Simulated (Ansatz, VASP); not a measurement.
# LaSiGeOs2: VASP beside Ansatz, part 2 of 2

One calculation is typed for both programs; each brings its own data sets. How far apart do they land? The cell is invented: As first built, before any earlier steps moved the atoms (in the runner's words): it takes the CeSiGePd2 structure with some of its atoms replaced by other elements, volume scaled by an estimate. It may not be a known or stable phase. The cell is taken from a series of VASP runs on this material, whose earlier steps may have relaxed, scaled or displaced it; both programs get it as it stands. Valence electrons are named where the data sets of a main pair hold unlike numbers.

VASP 6.6.1 and Ansatz 0.2.0.

So far. Step 2 (Ansatz: single point, PBEsol): The run ends at a pressure of -5.10 GPa, with forces up to 0.77 eV/Å.

## Step 3: VASP: single point, PBEsol (continued)

Level of this step: PBEsol; plane waves and PAW (Os, La, Ge_d, Si); invented cell (VASP).

Numbers of over 12 decimals in the logs are rounded to 6 here.

Parts of OUTCAR (step 3):

```text
ion  position               nearest neighbor table
   1  0.755  0.252  0.494-   5 2.34   5 2.41   4 2.49   4 2.54   2 2.98   2 3.01   2 3.03   2 3.05
                             3 3.24   3 3.31   3 3.36   3 3.38
   2  0.253  0.754  0.505-   5 2.39   5 2.41   4 2.47   4 2.51   1 2.98   1 3.01   1 3.03   1 3.05
                             3 3.31   3 3.31   3 3.31   3 3.35
   3  0.002  0.009  0.011-   1 3.24   4 3.24   4 3.27   4 3.28   5 3.29   2 3.31   1 3.31   2 3.31
                             2 3.31   5 3.33   2 3.35   5 3.36   1 3.36   1 3.38   5 3.40
   4  0.622  0.627  0.998-   2 2.47   1 2.49   2 2.51   1 2.54   5 2.71   3 3.24   3 3.27   3 3.28

  LATTYP: Found a body centered tetragonal cell.
 ALAT       =     4.2688503656
 C/A-ratio  =     2.3837292061

 Subroutine GETGRP returns: Found  1 space group operations
 (whereof  1 operations were pure point group operations)

The static configuration has the point symmetry C_1 .

 Found    128 irreducible k-points:

   k-points           NKPTS =    128   k-points in BZ     NKDIM =    128   number of bands    NBANDS=     28

   dimension x,y,z NGX =    40 NGY =   40 NGZ =   40
   dimension x,y,z NGXF=    80 NGYF=   80 NGZF=   80

   ENCUT  =  410.0 eV  30.13 Ry    5.49 a.u.   9.77  9.77  9.77*2*pi/ulx,y,z

   NELECT =      45.0000    total number of electrons

 k-points in reciprocal lattice and weights: Automatic mesh
   0.00000000  0.00000000  0.00000000       0.004
   0.16666667  0.00000000 -0.00000000       0.008
   0.33333333 -0.00000000 -0.00000000       0.008
   0.50000000  0.00000000 -0.00000000       0.004
   0.00000000  0.16666667 -0.00000000       0.008
   0.16666667  0.16666667 -0.00000000       0.008
   0.33333333  0.16666667 -0.00000000       0.008
   0.50000000  0.16666667 -0.00000000       0.008
  -0.33333333  0.16666667  0.00000000       0.008
[...]
-0.33333333 -0.16666667  0.42857143       0.008
  -0.16666667 -0.16666667  0.42857143       0.008

 average (electrostatic) potential at core
       1 -42.9556       2 -42.9641       3 -95.1588       4 -70.1230       5 -80.3074

 E-fermi :   8.2879

 k-point     1 :       0.0000    0.0000    0.0000
  band No.  band energies     occupation
    ...
     19       6.9962      2.00000
     20       7.6015      2.00001
     21       7.7846      2.00215
     22       7.8235      2.00494
     23       7.9200      2.02591
     24       8.4988     -0.05980
     25      10.1584     -0.00000
     26      10.2544     -0.00000
     27      10.3045     -0.00000
     28      10.9430     -0.00000

 k-point     2 :       0.1667    0.0000   -0.0000
  band No.  band energies     occupation
    ...
     19       7.1868      2.00000
     20       7.5464      2.00000
     21       7.5941      2.00001
     22       7.7773      2.00182
     23       8.0136      2.06550
     24       8.4986     -0.05961
     25       9.9423     -0.00000
     26      10.2971     -0.00000
     27      10.3724     -0.00000
     28      10.9873     -0.00000

 k-point     3 :       0.3333   -0.0000   -0.0000
  band No.  band energies     occupation
    ...
     19       6.8134      2.00000
     20       7.0223      2.00000
     21       7.1624      2.00000
     22       7.3804      2.00000
     23       7.9611      2.04301
     24       9.3793     -0.00000
     25       9.4697     -0.00000
     26      10.5692     -0.00000
     27      10.7311     -0.00000
     28      11.0868     -0.00000

  Total       -3.5665027     -2.4556260     -2.5509600      0.0508018      0.1947422      0.3399536
  in kB      -61.6301783    -42.4339129    -44.0813115      0.8778696      3.3651998      5.8744954
  external PRESSURE =     -49.3818009 kB  Pullay stress =       0.0000000 kB

  energy-cutoff  :      410.00
  volume of cell :       92.72
      direct lattice vectors                 reciprocal lattice vectors
    -2.134425183  2.134425183  5.087891646     0.000000000  0.234255107  0.098272533
     2.134425183 -2.134425183  5.087891646     0.234255107  0.000000000  0.098272533
     2.134425183  2.134425183 -5.087891646     0.234255107  0.234255107  0.000000000

 POSITION                                       TOTAL-FORCE (eV/Angst)
 -----------------------------------------------------------------------------------
     -0.01990      2.12925      2.60707         0.370024     -0.462325     -0.523374
      2.14837      0.00946      2.55575        -0.207527     -0.298005      0.039344
      0.03796      0.00772      0.00025        -0.169349     -0.143906     -0.031575
      2.14027      2.12025      1.27637        -0.144798      0.249518      0.395992
      2.13886      2.08760     -1.43831         0.151651      0.654718      0.119614
 -----------------------------------------------------------------------------------
    total drift:                               -0.000195      0.000287      0.000468

  FREE ENERGIE OF THE ION-ELECTRON SYSTEM (eV)
  ---------------------------------------------------
  free  energy   TOTEN  =       -43.3044128185 eV

  energy  without entropy=      -43.3068138009  energy(sigma->0) =      -43.30521315

 total charge
# of ion       s       p       d       f       tot
--------------------------------------------------
    1        0.589   0.574   6.202   0.000   7.365
    2        0.587   0.574   6.197   0.000   7.358
    3        2.038   5.633   0.718   0.148   8.538
    4        1.101   1.324  10.103   0.000  12.527
    5        0.746   0.922   0.000   0.000   1.668
--------------------------------------------------
tot          5.061   9.028  23.219   0.148  37.456

[... 3 further parts left out ...]
```

This run has no spin polarisation. Its electron count is odd, so without a moment it is a metal by construction. The k-mesh is coarse for a metal. The PAW data sets were made with PBE, which is usual practice but a small mismatch for other functionals.

## Step 4: Side by side

Known differences besides the potentials themselves: the data sets hold 61 valence electrons in Ansatz (on its default PAW (the set named soft_2) files) and 45 in VASP; the cutoff is 420 eV in Ansatz and 410 eV in VASP; Ansatz makes its cores anew for this functional, VASP keeps those of its PBE data sets; VASP leaves aspherical gradient terms in its spheres out (LASPH is not set), Ansatz keeps them. Total energies have different zeros and are not compared.

Compared:

| quantity | Ansatz | VASP | difference |
| --- | --- | --- | --- |
| pressure (GPa) | -5.10 | -4.94 | -0.16 |

Forces (eV/Å; atoms numbered as in POSCAR):

| atom | Ansatz x, y, z | VASP x, y, z |
| --- | --- | --- |
| Os1 | 0.366, -0.450, -0.505 | 0.370, -0.462, -0.523 |
| Os2 | -0.202, -0.296, 0.055 | -0.208, -0.298, 0.039 |
| La3 | -0.169, -0.143, -0.027 | -0.169, -0.144, -0.032 |
| Ge4 | -0.143, 0.248, 0.418 | -0.145, 0.250, 0.396 |
| Si5 | 0.148, 0.641, 0.059 | 0.152, 0.655, 0.120 |

The forces differ by 18 meV/Å r.m.s., which is 5.8 % of the r.m.s. force of 0.318 eV/Å (both taken over all components). Ansatz's pressure holds a Pulay correction of 0.03 GPa; VASP's holds none.

## Step 5: What the set-up changes

Further runs change the set-up of one program: Ansatz's method, potentials or start, or VASP's data sets, cutoff or form of LDA. The table gives Ansatz less VASP for each quantity, since a change that brings one quantity closer may part another.

| run | r.m.s. force difference (meV/Å) | pressure (GPa) |
| --- | --- | --- |
| as above | 18 | -0.16 |
| cores kept as stored | 17 | -0.091 |
| Ansatz's larger PAW set (cutoff 700 eV), whose cores stay as stored | 18 | -0.096 |

## Step 6: Summary of results

| Item | Value |
| --- | --- |
| r.m.s. force difference (single point, PBEsol) | 5.8 % of the r.m.s. force |

The r.m.s. force difference is 5.8 % of the r.m.s. force (single point, PBEsol), beyond the 3 % picked in this series as the mark of a large difference. The data sets hold unlike numbers of valence electrons (61 in Ansatz and 45 in VASP), so part of the differences comes from the potentials. Single point, PBEsol, cores kept as stored: the difference in pressure goes from -0.16 to -0.091 GPa. Single point, PBEsol, Ansatz's larger PAW set (cutoff 700 eV), whose cores stay as stored: the difference in pressure goes from -0.16 to -0.096 GPa. 1 further run of this series is not shown here. How closely two codes agree says nothing of how well the functional describes the real material.

[Lines on the potential files, build, host, timing and source positions are cut from VASP's logs without a mark.]

[Logs are printed without paths, hosts, clocks, repeated set-up lines and the standing remarks that a program may print on its own settings, such as how far it seeks lower states.]

[Hosts, paths, dates, database ids (printed as entryN), source tags and the programs' standing remarks are cut or masked in the printed files.]
